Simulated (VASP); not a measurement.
A run of VASP 6.6.1 is set up as follows.

Contents of INCAR:

```
PREC = Normal
ENCUT = 520
EDIFF = 1E-4
ISMEAR = 0
SIGMA = 0.15
LREAL = F
LASPH = T
NELM = 60
ALGO = Fast
ISIF = 3
LWAVE = F
LCHARG = F
GGA = PE
IBRION = 2
NSW = 24
EDIFFG = -0.08
```

File KPOINTS:

```
Automatic mesh
0
Gamma
  4 4 4
```

The input POSCAR:

```
Nb2SnSe
1.0
    4.4280878100      0.0000000000      0.0000000000
    0.0000000000      4.4280878100      0.0000000000
    0.0000000000      0.0000000000      4.3728898700
Nb Sn Se
2 1 1
Direct
    0.0000000000      0.5000000000      0.4886635200
    0.5000000000      0.0000000000      0.4886635200
    0.0000000000      0.0000000000      0.1160373000
    0.0000000000      0.0000000000      0.5953817500
```

Potentials or basis: VASP PAW PBE potentials, release 64 (Nb_sv, Sn_d, Se).

The run is started by

```bash
$ cat potpaw_PBE.64/Nb_sv/POTCAR potpaw_PBE.64/Sn_d/POTCAR potpaw_PBE.64/Se/POTCAR > POTCAR
$ mpirun -np 1 vasp_std > vasp.out
```

**Question.** What does it give for the relaxed volume?

**Answer.** 25.83 Å³/atom.

**Question.** Predict the relaxed cell.

**Answer.** a = 3.932 Å, b = 3.932 Å, c = 6.682 Å, α = 90.00°, β = 90.00°, γ = 90.00°.

**Question.** Predict the space group after relaxing (to 0.05 Å).

**Answer.** P4mm (No. 99).

Final structure:
```xyz
4
Lattice="3.9321 0.0000 0.0000 0.0000 3.9321 0.0000 0.0000 0.0000 6.6823" Properties=species:S:1:pos:R:3 pbc="T T T"
Nb    0.0000    1.9661    2.8854
Nb    1.9661    0.0000    2.8854
Sn    0.0000    0.0000    0.7857
Se    0.0000    0.0000    4.7282
```

Caveat: the volume moved by over 15 % at a fixed basis, so the end points are rough.
